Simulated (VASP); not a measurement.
Method: PBE GGA, VASP's PBE PAW potentials (set 64) (plane waves; VASP).

The input files of a VASP run:

**INCAR**
```
SYSTEM = I
PREC = Accurate
ENCUT = 300
EDIFF = 1E-6
NELM = 100
ALGO = Normal
LREAL = .FALSE.
LASPH = .TRUE.
ISMEAR = -1
SIGMA = 0.01
GGA = PE
LMAXMIX = 4
LWAVE = .FALSE.
LCHARG = .FALSE.
ISIF = 2
```

**POSCAR**
```
I
1
    2.3548460000    -3.5740560000     0.0000000000
    2.3548460000     3.5740560000     0.0000000000
    0.0000000000     0.0000000000     9.6258610000
I
4
Direct
  0.8460000000   0.8460000000   0.8830000000
  0.6540000000   0.6540000000   0.3830000000
  0.3460000000   0.3460000000   0.6170000000
  0.1540000000   0.1540000000   0.1170000000
```

**KPOINTS**
```
Automatic mesh
0
G
  4 4 2
0 0 0
```

POTCAR, in this order: I (PBE.64 set). Program: vasp_std.

What VASP printed:

OSZICAR:
```
       N       E                     dE             d eps       ncg     rms          rms(c)
DAV:   1     0.133113637469E+03    0.13311E+03   -0.79377E+03   504   0.807E+02
DAV:   2     0.292434874911E+01   -0.13019E+03   -0.12807E+03   736   0.161E+02
DAV:   3    -0.586093321082E+01   -0.87853E+01   -0.87695E+01   582   0.500E+01
DAV:   4    -0.605704761118E+01   -0.19611E+00   -0.19609E+00   696   0.897E+00
DAV:   5    -0.605958754035E+01   -0.25399E-02   -0.25398E-02   582   0.848E-01    0.104E+01
DAV:   6    -0.589912772900E+01    0.16046E+00   -0.15040E-01   540   0.205E+00    0.700E+00
DAV:   7    -0.585516628093E+01    0.43961E-01   -0.37087E-01   532   0.322E+00    0.642E-01
DAV:   8    -0.584602684519E+01    0.91394E-02   -0.51687E-02   524   0.126E+00    0.386E-01
DAV:   9    -0.584612323289E+01   -0.96388E-04   -0.11859E-03   570   0.227E-01    0.146E-01
DAV:  10    -0.584619528126E+01   -0.72048E-04   -0.10541E-04   566   0.692E-02    0.514E-02
DAV:  11    -0.584619655824E+01   -0.12770E-05   -0.15935E-05   564   0.219E-02    0.765E-03
DAV:  12    -0.584619817584E+01   -0.16176E-05   -0.20209E-06   330   0.961E-03    0.102E-02
DAV:  13    -0.584619844782E+01   -0.27199E-06   -0.49597E-07   288   0.439E-03
   1 F= -.58461984E+01 E0= -.58461984E+01  d E =-.216134E-11
```

**OUTCAR**
```
------------------------ aborting loop because EDIFF is reached ----------------------------------------
  FORCE on cell =-STRESS in cart. coord.  units (eV):
  Direction    XX          YY          ZZ          XY          YZ          ZX
  --------------------------------------------------------------------------------------
  Total        2.1024465      1.7057195      3.8600187      0.0000000      0.0000000      0.0000000
  in kB       20.7894067     16.8664919     38.1686276      0.0000000      0.0000000      0.0000000
  external PRESSURE =      25.2748421 kB  Pullay stress =       0.0000000 kB
  volume of cell :      162.03
      direct lattice vectors                 reciprocal lattice vectors
     2.354846000 -3.574056000  0.000000000     0.212328110 -0.139897081  0.000000000
     2.354846000  3.574056000  0.000000000     0.212328110  0.139897081  0.000000000
     0.000000000  0.000000000  9.625861000     0.000000000  0.000000000  0.103886811
 POSITION                                       TOTAL-FORCE (eV/Angst)
 -----------------------------------------------------------------------------------
      3.98440      0.00000      8.49964        -0.417964      0.000000     -0.743408
      3.08014      0.00000      3.68670         0.417964      0.000000     -0.743408
      1.62955      0.00000      5.93916        -0.417964      0.000000      0.743408
      0.72529      0.00000      1.12623         0.417964      0.000000      0.743408
 -----------------------------------------------------------------------------------
    total drift:                               -0.000000     -0.000000      0.000000
  FREE ENERGIE OF THE ION-ELECTRON SYSTEM (eV)
  ---------------------------------------------------
  free  energy   TOTEN  =        -5.8461984478 eV

  energy  without entropy=       -5.8461984478  energy(sigma->0) =       -5.84619845
```
(Selected blocks of OUTCAR.)

The structure is a typed I crystal. The cell was not relaxed at this level, and its volume differs by -5.9 % from the start's.
